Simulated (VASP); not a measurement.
The system is Ta.

```
CELL_PARAMETERS angstrom
-1.65128 1.65128 1.65128
1.65128 -1.65128 1.65128
1.65128 1.65128 -1.65128
ATOMIC_POSITIONS crystal
Ta 0.00000 0.00000 0.00000
```

| Item | Value |
| --- | --- |
| Program | VASP 6.6.1 |
| Task | relaxation of cell and atoms |
| Functional | PBE |
| Potentials or basis | VASP PAW PBE potentials, release 64 (Ta_pv) |
| Cutoff | 520 eV |
| k mesh | 18 × 18 × 18 |
| Occupations | gaussian, width 0.1 eV |
| Spin | no spin polarisation |

At the start: pressure 3.1 GPa; volume 18.01 Å³/atom.

Question: How do energy, volume and symmetry change on relaxing?

Answer: Over 16 steps the energy falls by 2.6 meV/atom and the volume is 18.29 Å³/atom (+1.5 %); space group Im-3m (No. 229, to 0.05 Å).

The path:
| step | energy change (eV) | largest force (eV/Å) | pressure (GPa) | volume (Å³) |
| --- | --- | --- | --- | --- |
| 1 | 0.0000 | 0.0000 | 3.05 | 18.01 |
| 2 | 0.0101 | 0.0000 | -6.25 | 18.92 |
| 3 | -0.0026 | 0.0000 | -0.03 | 18.29 |
| 4 | -0.0026 | 0.0000 | 0.03 | 18.28 |
| 5 | -0.0026 | 0.0000 | 0.03 | 18.28 |
| 6 | -0.0026 | 0.0000 | 0.04 | 18.28 |
| 7 | -0.0026 | 0.0000 | 0.03 | 18.28 |
| 8 | -0.0026 | 0.0000 | 0.03 | 18.28 |
| 9 | -0.0026 | 0.0000 | 0.03 | 18.28 |
| 10 | -0.0026 | 0.0000 | 0.03 | 18.28 |
| 11 | -0.0026 | 0.0000 | 0.03 | 18.28 |
| 12 | -0.0026 | 0.0000 | 0.03 | 18.28 |
| 13 | -0.0026 | 0.0000 | 0.03 | 18.28 |
| 14 | -0.0026 | 0.0000 | 0.04 | 18.28 |
| 15 | -0.0026 | 0.0000 | 0.04 | 18.29 |
| 16 | -0.0026 | 0.0000 | 0.01 | 18.29 |

Final structure:
```
Ta
1.0
    -1.65967    1.65967    1.65967
     1.65967   -1.65967    1.65967
     1.65967    1.65967   -1.65967
Ta
1
Direct
  0.00000 0.00000 0.00000
```
